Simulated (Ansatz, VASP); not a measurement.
## Cross-check of Zr4Si3O14 (amorphous 57ZrO2-43SiO2 (mol %)) between VASP and Ansatz

One calculation is typed for both programs; each brings its own data sets. How far apart do they land? Of the first pair: The structure shown is the start of the Ansatz relaxation below; VASP solves that cell, so the two are compared at the walk's first step.

Method: plane waves, with VASP 6.6.1 beside it; single point at PBE, in Ansatz 0.2.0.

## 1. The starting structure

The cell holds 84 atoms: 16 Zr, 12 Si and 56 O. Its edges and angles: a = 10.549 Å, b = 10.549 Å, c = 10.549 Å, α = 90.0°, β = 90.0°, γ = 90.0°. As first built, before any earlier steps moved the atoms (in the runner's words): 84 atoms (16 Zr, 12 Si, 56 O) placed at random at 3.81 g/cm^3, melted at 5000 K for 10 ps at fixed volume with the Morse and Coulomb pair potential with partial charges (Pedone, Malavasi, Menziani, Cormack and Segre, J. Phys. Chem. B 110, 11780 (2006)). Quenched from 5000 K to 300 K at 50 K/ps and fixed volume, held 5 ps, then minimised at fixed cell.

## 2. Ansatz: relaxation, PBE

Ansatz runs on its default PAW (the set named soft_2) files.

The two programs are compared at the cell with which this relaxation starts, whose forces are those of its first step.

input.yaml reads:

```yaml
crystal:
  lattice:
    - [10.5486, 0.0, 0.0]
    - [0.0, 10.5486, 0.0]
    - [0.0, 0.0, 10.5486]
  atoms:
    - { symbol: Zr, position: [0.02714, 0.79115, 0.50372] }
    - { symbol: Zr, position: [0.65149, 0.72367, 0.51256] }
    - { symbol: Zr, position: [0.29104, 0.77455, 0.76952] }
    - { symbol: Zr, position: [0.61666, 0.33787, 0.52328] }
    - { symbol: Zr, position: [0.87798, 0.18225, 0.3024] }
    - { symbol: Zr, position: [0.66135, 0.53706, 0.01925] }
    - { symbol: Zr, position: [0.80909, 0.58894, 0.71055] }
    - { symbol: Zr, position: [0.1489, 0.71034, 0.22444] }
    - { symbol: Zr, position: [0.09576, 0.96876, 0.05797] }
    - { symbol: Zr, position: [0.35759, 0.03902, 0.91166] }
    - { symbol: Zr, position: [0.13617, 0.2819, 0.87593] }
    - { symbol: Zr, position: [0.63891, 0.29485, 0.87208] }
    - { symbol: Zr, position: [0.19468, 0.07569, 0.33508] }
    - { symbol: Zr, position: [0.33352, 0.57197, 0.45555] }
    - { symbol: Zr, position: [0.12505, 0.04532, 0.64555] }
    - { symbol: Zr, position: [0.3609, 0.26648, 0.63917] }
    - { symbol: Si, position: [0.4948, 0.70791, 0.24114] }
    - { symbol: Si, position: [0.84094, 0.02488, 0.83249] }
    - { symbol: Si, position: [0.96488, 0.45206, 0.1096] }
    - { symbol: Si, position: [0.6019, 0.26804, 0.20063] }
    - { symbol: Si, position: [0.48131, 0.99635, 0.21355] }
    - { symbol: Si, position: [0.45733, 0.00302, 0.50909] }
    - { symbol: Si, position: [0.90183, 0.72328, 0.01314] }
    - { symbol: Si, position: [0.93334, 0.30659, 0.60568] }
    - { symbol: Si, position: [0.31527, 0.36219, 0.19797] }
    - { symbol: Si, position: [0.35126, 0.47743, 0.9148] }
    - { symbol: Si, position: [0.61225, 0.81579, 0.83368] }
    - { symbol: Si, position: [0.82468, 0.84548, 0.26347] }
    - { symbol: O, position: [0.78371, 0.27821, 0.60865] }
    - { symbol: O, position: [0.90849, 0.34323, 0.19446] }
    - { symbol: O, position: [0.78291, 0.16332, 0.85893] }
    - { symbol: O, position: [0.23063, 0.17231, 0.51625] }
    - { symbol: O, position: [0.49772, 0.15065, 0.53667] }
    - { symbol: O, position: [0.34594, 0.69923, 0.2071] }
    - { symbol: O, position: [0.28663, 0.38453, 0.79734] }
    - { symbol: O, position: [0.1864, 0.90702, 0.22355] }
    - { symbol: O, position: [0.94234, 0.45645, 0.64131] }
    - { symbol: O, position: [0.88388, 0.69546, 0.86734] }
    - { symbol: O, position: [0.49503, 0.17031, 0.90822] }
    - { symbol: O, position: [0.93774, 0.99245, 0.94675] }
    - { symbol: O, position: [0.46316, 0.87448, 0.83086] }
    - { symbol: O, position: [0.42236, 0.40306, 0.50835] }
    - { symbol: O, position: [0.39245, 0.00597, 0.09789] }
    - { symbol: O, position: [0.93428, 0.01511, 0.70832] }
    - { symbol: O, position: [0.82347, 0.81015, 0.11339] }
    - { symbol: O, position: [0.04071, 0.24209, 0.70618] }
    - { symbol: O, position: [0.13023, 0.83532, 0.66688] }
    - { symbol: O, position: [0.66567, 0.33306, 0.07442] }
    - { symbol: O, position: [0.73552, 0.7588, 0.34242] }
    - { symbol: O, position: [0.46851, 0.3331, 0.21047] }
    - { symbol: O, position: [0.29094, 0.40121, 0.04173] }
    - { symbol: O, position: [0.49926, 0.4597, 0.93054] }
    - { symbol: O, position: [0.40008, 0.01482, 0.35592] }
    - { symbol: O, position: [0.01905, 0.39391, 0.97936] }
    - { symbol: O, position: [0.85782, 0.72428, 0.57267] }
    - { symbol: O, position: [0.53263, 0.85549, 0.22102] }
    - { symbol: O, position: [0.04406, 0.76769, 0.05666] }
    - { symbol: O, position: [0.56929, 0.90565, 0.51595] }
    - { symbol: O, position: [0.34407, 0.95938, 0.60039] }
    - { symbol: O, position: [0.49205, 0.67343, 0.3977] }
    - { symbol: O, position: [0.5784, 0.11567, 0.20077] }
    - { symbol: O, position: [0.28574, 0.46954, 0.29679] }
    - { symbol: O, position: [0.06258, 0.54186, 0.177] }
    - { symbol: O, position: [0.81373, 0.99356, 0.2995] }
    - { symbol: O, position: [0.68572, 0.281, 0.33648] }
    - { symbol: O, position: [0.25329, 0.23372, 0.23926] }
    - { symbol: O, position: [0.21821, 0.9014, 0.90434] }
    - { symbol: O, position: [0.26384, 0.13893, 0.76199] }
    - { symbol: O, position: [0.64437, 0.72438, 0.71131] }
    - { symbol: O, position: [0.17132, 0.68201, 0.42297] }
    - { symbol: O, position: [0.54009, 0.32082, 0.70568] }
    - { symbol: O, position: [0.68224, 0.52677, 0.5536] }
    - { symbol: O, position: [0.96426, 0.25063, 0.46508] }
    - { symbol: O, position: [0.30622, 0.61668, 0.89099] }
    - { symbol: O, position: [0.08179, 0.97716, 0.46621] }
    - { symbol: O, position: [0.34854, 0.65483, 0.62941] }
    - { symbol: O, position: [0.96938, 0.78881, 0.3113] }
    - { symbol: O, position: [0.62385, 0.71674, 0.94584] }
    - { symbol: O, position: [0.1829, 0.13075, 0.98508] }
    - { symbol: O, position: [0.03088, 0.0925, 0.21256] }
    - { symbol: O, position: [0.57143, 0.59864, 0.17734] }
    - { symbol: O, position: [0.71663, 0.92777, 0.83195] }
    - { symbol: O, position: [0.737, 0.46645, 0.84791] }
    - { symbol: O, position: [0.85395, 0.56937, 0.06881] }
kpoints:
  mp_grid: { grid: [1, 1, 1] }
hamiltonian:
  xc: pbe
scf:
  occupations: { method: fermi_dirac, width: 0.025 }
output:
  forces: true
relax:
  f_tol: 0.04
  max_steps: 250
  cell: {}
```

Started as:

```bash
$ ansatz run input.yaml --threads 4 --pin off --max-ram 8192MiB --backend cpu --events-out ev --progress --plain --runs-dir out
```

Numbers of over 12 decimals in the logs are rounded to 6 here.

Output:

```text
Engine: ansatz 0.2.0, x86_64-unknown-linux-gnu
Pseudopotentials: kind: paw
Pseudopotential: Zr, paw, valence charge 12, recommended cutoff 420 eV (normal), Zr.paw.azcp
Pseudopotential: Si, paw, valence charge 4, recommended cutoff 420 eV (normal), Si.paw.azcp
Pseudopotential: O, paw, valence charge 6, recommended cutoff 420 eV (normal), O.paw.azcp
Functional definition: PBE
  parameter kappa = 0.804
  parameter beta = 0.066725
  exchange = pbe_x(kappa = kappa, mu = beta*pi^2/3)
  correlation = pbe_c(beta = beta)
Crystal: 84 atoms, lattice volume = 1173.774 Å³
Basis set: ecut = 420 eV, 22983 PW (Γ), exchange–correlation on 144×144×144 points (8 copies of the dense FFT grid, shifted against one another)
Bands: 372, of which v1, the nominal top of the filled ones, is band 288 counted from 1 (287 counted from 0)
Symmetry: 1 space group operations
Space group: P1 (ITA 1), of the structure as read, at distance tolerance 1.1e-4 Å
k-points: 1
Non-local potential: Zr, projectors of the file, l = 0: 3, l = 1: 2, l = 2: 2, l = 3: 2
Non-local potential: Si, projectors of the file, l = 0: 2, l = 1: 2, l = 2: 2
Non-local potential: O, projectors of the file, l = 0: 2, l = 1: 2, l = 2: 1
PAW form: soft (Blöchl's): semilocal exchange-correlation on the pseudo side does not see the compensation charge
PAW one-centre angular grid: Zr, 590 points (default); XC on 64 Gauss nodes
PAW one-centre angular grid: Si, 110 points (default); XC on 64 Gauss nodes
PAW one-centre angular grid: O, 110 points (default); XC on 64 Gauss nodes
Initial density: superposition of atomic densities (neutral atoms: chi_scale 0, normalization atom), corrected by the library's trained network
Initial wavefunctions: pseudopotential atomic-orbital guess
Functional: x = pbe(κ = 0.804, μ = 0.219515), c = pbe(β = 0.066725)
SCF iter   1: F=—  HF=-106456.495348 eV  |F-HF|=—  |Δ(HF+E_count)|=         —  Δρ=3.52e-3  dr2=1.33e-1  ethr=1.77e-3  ⟨swp⟩=6.0  Hψ=1427  notcnv=0  defer=57
preconditioner: auto → Resta (q_TF=auto, 2.423 Å⁻¹)  ε∞=3.7  [insulator: Δε(μ)=3.063 eV  Ē_g=15.491 eV  σ=0.025 eV  W_gap=1.00  n_scr=256 (ndim 8)  ℏωp=25.3 eV  f_vac=0.135  D(μ)=0.00/eV (n_scr^D=0)  ε∞_Penn≈3.7]
SCF iter   2: F=—  HF=-106456.478388 eV  |F-HF|=—  |Δ(HF+E_count)|=   1.70e-2  Δρ=1.84e-3  dr2=2.63e-2  ethr=2.31e-5  ⟨swp⟩=2.0  Hψ=721  notcnv=0  defer=79
SCF iter   3: F=—  HF=-106456.481447 eV  |F-HF|=—  |Δ(HF+E_count)|=   3.06e-3  Δρ=8.53e-4  dr2=8.07e-3  ethr=4.57e-6  ⟨swp⟩=2.0  Hψ=482  notcnv=0  defer=79
SCF iter   4: F=—  HF=-106456.482276 eV  |F-HF|=—  |Δ(HF+E_count)|=   8.29e-4  Δρ=2.41e-4  dr2=7.69e-4  ethr=1.40e-6  ⟨swp⟩=2.0  Hψ=477  notcnv=0  defer=79
SCF iter   5: F=—  HF=-106456.482573 eV  |F-HF|=—  |Δ(HF+E_count)|=   2.97e-4  Δρ=1.54e-4  dr2=2.88e-4  ethr=1.33e-7  ⟨swp⟩=2.0  Hψ=476  notcnv=0  defer=79
SCF iter   6: F=—  HF=-106456.482588 eV  |F-HF|=—  |Δ(HF+E_count)|=   1.51e-5  Δρ=5.51e-5  dr2=3.98e-5  ethr=5.00e-8  ⟨swp⟩=2.0  Hψ=463  notcnv=0  defer=79
SCF iter   7: F=—  HF=-106456.484704 eV  |F-HF|=—  |Δ(HF+E_count)|=   2.12e-3  Δρ=2.77e-5  dr2=9.55e-6  ethr=6.91e-9  ⟨swp⟩=2.0  Hψ=649  notcnv=0  defer=79
SCF iter   8: F=—  HF=-106456.484709 eV  |F-HF|=—  |Δ(HF+E_count)|=   4.81e-6  Δρ=1.37e-5  dr2=2.38e-6  ethr=1.66e-9  ⟨swp⟩=2.0  Hψ=476  notcnv=0  defer=79
SCF iter   9: F=—  HF=-106456.484710 eV  |F-HF|=—  |Δ(HF+E_count)|=   1.05e-6  Δρ=4.35e-6  dr2=2.67e-7  ethr=4.14e-10  ⟨swp⟩=2.0  Hψ=469  notcnv=0  defer=79
SCF iter  10: F=-106456.484710 eV  HF=-106456.484710 eV  |F-HF|=2.95e-8  |Δ(HF+E_count)|=   2.52e-7  Δρ=2.94e-6  dr2=9.82e-8  ethr=1.74e-11  ⟨swp⟩=4.0  Hψ=1120  notcnv=0
SCF 1 converged in 10 iterations: F = -106456.484710 eV  dr2 = 9.82e-8
  greatest PAW one-centre occupation: 0.995 electrons in one spin orbital (limit 2), on the Zr atom at site 10 (counted from 0), in its partial waves of l = 0
relax step   1: F+E_penalty+E_count = -106456.48470988 eV  Δ(F+E_penalty+E_count) = +0.000e0 eV  max|allowed force component| = 3.191e0 eV/Å  Δτ_max = 0.0000 Å  P = -1.145 GPa  Ω = 1173.774 Å³  (10 SCF iters, dr2 threshold 1.00e-7 eV, accepted)
Crystal: 84 atoms, lattice volume = 1142.102 Å³
Basis set: ecut = 420 eV, 22363 PW (Γ), exchange–correlation on 144×144×144 points (8 copies of the dense FFT grid, shifted against one another)
Initial density: handed on by an earlier stage of this run
Initial wavefunctions: those handed on with the density
iter 1 solved again at ethr=3.19e-4 eV; its pass at ethr=3.10e-3 eV (dr2=1.84e0 eV) is discarded
SCF iter   1: F=—  HF=-106459.299029 eV  |F-HF|=—  |Δ(HF+E_count)|=         —  Δρ=1.34e-2  dr2=1.85e0  ethr=3.19e-4  ⟨swp⟩=5.0  Hψ=1630  notcnv=0
preconditioner: auto → Resta (q_TF=auto, 2.434 Å⁻¹)  ε∞=3.7  [insulator: Δε(μ)=3.318 eV  Ē_g=15.709 eV  σ=0.025 eV  W_gap=1.00  n_scr=256 (ndim 8)  ℏωp=25.6 eV  f_vac=0.121  D(μ)=0.00/eV (n_scr^D=0)  ε∞_Penn≈3.7]
[...]
atom  62  O     -0.00095694     0.00880669     0.00219866
  atom  63  O     -0.00117272    -0.00029480     0.00309455
  atom  64  O      0.00085691    -0.00532481    -0.00055290
  atom  65  O      0.00294902    -0.00021937     0.00056419
  atom  66  O      0.00034907     0.00106078    -0.00262909
  atom  67  O      0.00237029     0.00208026     0.00626681
  atom  68  O      0.00339144     0.00107231     0.00569825
  atom  69  O      0.00131867     0.00235993     0.00015332
  atom  70  O     -0.00631786     0.00050944    -0.00074206
  atom  71  O      0.00095950    -0.00474283    -0.00026692
  atom  72  O     -0.00497897    -0.00289252     0.00176390
  atom  73  O     -0.00214661    -0.00426412    -0.00054239
  atom  74  O     -0.00446200    -0.00084023    -0.00119342
  atom  75  O     -0.00544214     0.00911904    -0.00302145
  atom  76  O     -0.00044153     0.00787744     0.00693595
  atom  77  O     -0.00198960     0.00151521     0.00337410
  atom  78  O      0.00054444    -0.00342889     0.00407787
  atom  79  O     -0.00710323     0.00682853     0.00355739
  atom  80  O      0.00304007    -0.00198451    -0.00241575
  atom  81  O     -0.00145529     0.00187888     0.00202106
  atom  82  O     -0.00686794    -0.00107567     0.00162384
  atom  83  O     -0.00085234    -0.00340411     0.00467209
  atom  84  O      0.00274536    -0.00284299    -0.00245522
  max |Σ_I F_I| component: 4.79e-5 eV/Å
--- Stress (GPa, compression-positive) ---
       -0.004296       0.009459       0.012857
        0.009459      -0.000889      -0.003871
        0.012858      -0.003870      -0.008819
  P = ⅓ Tr σ = -0.0047 GPa (-0.047 kbar)
--- Relaxed structure (20 steps of the walk, 17 accepted, 3 SCFs on fresh bases) ---
  F+E_penalty+E_count = -106460.56617801 eV   max|allowed force component| = 1.495e-2 eV/Å   (the final SCF, on the basis selected at the relaxed cell)
  cell:  # Å, volume = 1138.2301 Å³
    - [10.740479, 0.230711, 0.111136]
    - [0.230711, 10.317715, -0.151636]
    - [0.111136, -0.151636, 10.279627]
  atoms:
    - { symbol: Zr, position: [0.014824, 0.804886, 0.530408] }
    - { symbol: Zr, position: [0.664677, 0.725698, 0.507968] }
    - { symbol: Zr, position: [0.301333, 0.762728, 0.764180] }
    - { symbol: Zr, position: [0.627746, 0.356010, 0.516174] }
    - { symbol: Zr, position: [0.872042, 0.204994, 0.319380] }
    - { symbol: Zr, position: [0.652422, 0.543742, 0.015785] }
    - { symbol: Zr, position: [0.824604, 0.577332, 0.718884] }
    - { symbol: Zr, position: [0.137181, 0.725327, 0.234893] }
    - { symbol: Zr, position: [0.084610, 0.990801, 0.049894] }
    - { symbol: Zr, position: [0.369251, 0.043874, 0.910764] }
    - { symbol: Zr, position: [0.135663, 0.292747, 0.873624] }
    - { symbol: Zr, position: [0.645129, 0.273374, 0.860285] }
    - { symbol: Zr, position: [0.168138, 0.097914, 0.344005] }
    - { symbol: Zr, position: [0.328906, 0.581319, 0.442626] }
    - { symbol: Zr, position: [0.151828, 0.025172, 0.668269] }
    - { symbol: Zr, position: [0.366985, 0.271037, 0.626611] }
    - { symbol: Si, position: [0.484925, 0.704934, 0.253120] }
    - { symbol: Si, position: [0.848354, 0.0099455, 0.809261] }
    - { symbol: Si, position: [0.962109, 0.466259, 0.119966] }
    - { symbol: Si, position: [0.590209, 0.258214, 0.192334] }
    - { symbol: Si, position: [0.464279, 0.992069, 0.216971] }
    - { symbol: Si, position: [0.443361, -0.011797, 0.517290] }
    - { symbol: Si, position: [0.906148, 0.727391, 0.018834] }
    - { symbol: Si, position: [0.955501, 0.290520, 0.586908] }
    - { symbol: Si, position: [0.309622, 0.357351, 0.201596] }
    - { symbol: Si, position: [0.347356, 0.484054, 0.925010] }
    - { symbol: Si, position: [0.619554, 0.814260, 0.835316] }
    - { symbol: Si, position: [0.831115, 0.866881, 0.268629] }
    - { symbol: O, position: [0.812100, 0.259550, 0.535066] }
    - { symbol: O, position: [0.897242, 0.364452, 0.212843] }
    - { symbol: O, position: [0.786737, 0.158253, 0.803677] }
    - { symbol: O, position: [0.241507, 0.174804, 0.523781] }
    - { symbol: O, position: [0.488877, 0.132151, 0.558166] }
    - { symbol: O, position: [0.333501, 0.690306, 0.247608] }
    - { symbol: O, position: [0.284130, 0.399919, 0.801860] }
    - { symbol: O, position: [0.173000, 0.922293, 0.216047] }
    - { symbol: O, position: [0.951310, 0.441663, 0.641266] }
    - { symbol: O, position: [0.889929, 0.696010, 0.863750] }
    - { symbol: O, position: [0.503778, 0.164150, 0.903489] }
    - { symbol: O, position: [0.937492, 1.008353, 0.937805] }
    - { symbol: O, position: [0.471280, 0.872233, 0.832317] }
    - { symbol: O, position: [0.434756, 0.404708, 0.497880] }
    - { symbol: O, position: [0.373043, 0.000380999, 0.095095] }
    - { symbol: O, position: [0.939917, -0.032158, 0.683645] }
    - { symbol: O, position: [0.824500, 0.836836, 0.109675] }
    - { symbol: O, position: [0.038868, 0.217270, 0.705006] }
    - { symbol: O, position: [0.136117, 0.804924, 0.675498] }
    - { symbol: O, position: [0.666214, 0.312514, 0.066004] }
    - { symbol: O, position: [0.736584, 0.772639, 0.341026] }
    - { symbol: O, position: [0.460835, 0.341945, 0.208527] }
    - { symbol: O, position: [0.280679, 0.408016, 0.049607] }
    - { symbol: O, position: [0.498178, 0.464510, 0.929193] }
[...]
- { symbol: O, position: [0.968395, 0.810590, 0.322829] }
    - { symbol: O, position: [0.631142, 0.722837, 0.961715] }
    - { symbol: O, position: [0.174095, 0.151660, 0.988917] }
    - { symbol: O, position: [0.018009, 0.113545, 0.212277] }
    - { symbol: O, position: [0.563389, 0.588042, 0.179897] }
    - { symbol: O, position: [0.721970, 0.925321, 0.831225] }
    - { symbol: O, position: [0.738192, 0.457623, 0.844731] }
    - { symbol: O, position: [0.853317, 0.583351, 0.078239] }
```

The column dr2 measures how far the density is from self-consistency, as an energy; F and HF (Harris–Foulkes) agree once it is small.

(Continued in part 2 of 3.)

[Lines on the potential files, build, host, timing and source positions are cut from VASP's logs without a mark.]

[Logs are printed without paths, hosts, clocks, repeated set-up lines and the standing remarks that a program may print on its own settings, such as how far it seeks lower states.]

[Hosts, paths, dates, database ids (printed as entryN), source tags and the programs' standing remarks are cut or masked in the printed files.]
